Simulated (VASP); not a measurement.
Level of theory: vdW-DF-cx, VASP's PBE PAW potentials (set 64) (plane waves; VASP).

The input files of a VASP run:

POSCAR:
```
CoGa
1
    2.8429254570     0.0000000000     0.0000000000
   -0.0000000000     2.8429254570     0.0000000000
   -0.0000000000    -0.0000000000     2.8429254570
Ga Co
1 1
Direct
  0.5000000000   0.5000000000   0.5000000000
  0.0000000000   0.0000000000   0.0000000000
```

**KPOINTS**
```
Automatic mesh
0
Gamma
14 14 14
0 0 0
```

INCAR:
```
SYSTEM = CoGa
PREC = Accurate
ENCUT = 520
EDIFF = 1E-7
NELM = 100
ALGO = Normal
LREAL = .FALSE.
LASPH = .TRUE.
ISMEAR = -5
GGA = CX
LUSE_VDW = .TRUE.
AGGAC = 0.0
LMAXMIX = 4
LWAVE = .FALSE.
LCHARG = .TRUE.
LORBIT = 11
NEDOS = 601
ISIF = 2
```

POTCAR, in this order: Ga_d Co (PBE.64 set). Program: vasp_std.

The run wrote:

File OSZICAR:
```
       N       E                     dE             d eps       ncg     rms          rms(c)
DAV:   1     0.101980742496E+03    0.10198E+03   -0.10859E+04  3824   0.263E+03
DAV:   2    -0.157321032752E+01   -0.10355E+03   -0.10147E+03  3733   0.350E+02
DAV:   3    -0.621728925143E+01   -0.46441E+01   -0.46303E+01  4237   0.797E+01
DAV:   4    -0.628639958744E+01   -0.69110E-01   -0.69120E-01  4860   0.901E+00
DAV:   5    -0.628789516083E+01   -0.14956E-02   -0.14955E-02  4489   0.116E+00    0.102E+01
DAV:   6    -0.726176974367E+01   -0.97387E+00   -0.23780E+01  4117   0.664E+01    0.113E+01
DAV:   7    -0.521283733862E+01    0.20489E+01   -0.95261E+00  3748   0.490E+01    0.184E+00
DAV:   8    -0.519227917842E+01    0.20558E-01   -0.25677E-01  4249   0.577E+00    0.670E-01
DAV:   9    -0.518526791919E+01    0.70113E-02   -0.21037E-02  4891   0.233E+00    0.139E-01
DAV:  10    -0.518490830574E+01    0.35961E-03   -0.66126E-04  4982   0.386E-01    0.706E-02
DAV:  11    -0.518488381677E+01    0.24489E-04   -0.11189E-04  5248   0.186E-01    0.135E-02
DAV:  12    -0.518488447787E+01   -0.66110E-06   -0.41042E-06  4726   0.331E-02    0.199E-03
DAV:  13    -0.518488496669E+01   -0.48882E-06   -0.44740E-07  4426   0.101E-02    0.100E-03
DAV:  14    -0.518488477736E+01    0.18932E-06   -0.38527E-08  2178   0.330E-03    0.445E-04
DAV:  15    -0.518488475143E+01    0.25939E-07   -0.80831E-09  2038   0.897E-04
   1 F= -.51848848E+01 E0= -.51848848E+01  d E =0.000000E+00
```

OUTCAR:
```
------------------------ aborting loop because EDIFF is reached ----------------------------------------
  FORCE on cell =-STRESS in cart. coord.  units (eV):
  Direction    XX          YY          ZZ          XY          YZ          ZX
  --------------------------------------------------------------------------------------
  Total        0.0044455      0.0044455      0.0044455     -0.0000000     -0.0000000     -0.0000000
  in kB        0.3099821      0.3099821      0.3099821     -0.0000000     -0.0000000     -0.0000000
  external PRESSURE =       0.3099821 kB  Pullay stress =       0.0000000 kB
  volume of cell :       22.98
      direct lattice vectors                 reciprocal lattice vectors
     2.842925457  0.000000000  0.000000000     0.351750341  0.000000000  0.000000000
     0.000000000  2.842925457  0.000000000     0.000000000  0.351750341  0.000000000
     0.000000000  0.000000000  2.842925457     0.000000000  0.000000000  0.351750341
 POSITION                                       TOTAL-FORCE (eV/Angst)
 -----------------------------------------------------------------------------------
      1.42146      1.42146      1.42146         0.000000      0.000000      0.000000
      0.00000      0.00000      0.00000         0.000000      0.000000      0.000000
 -----------------------------------------------------------------------------------
    total drift:                                0.000000      0.000000     -0.000000
  FREE ENERGIE OF THE ION-ELECTRON SYSTEM (eV)
  ---------------------------------------------------
  free  energy   TOTEN  =        -5.1848847514 eV

  energy  without entropy=       -5.1848847514  energy(sigma->0) =       -5.18488475

 total charge

# of ion       s       p       d       tot
------------------------------------------
    1        0.858   0.930  10.068  11.856
    2        0.399   0.483   7.546   8.427
--------------------------------------------------
tot          1.257   1.413  17.613  20.283
```
(Selected blocks of OUTCAR.)

For a metal the tetrahedron method with Blöchl corrections gives inexact stress and forces.

The compound is CoGa in the CsCl type structure. It was relaxed first. The run is not spin-polarised, so no magnetic state was tried.
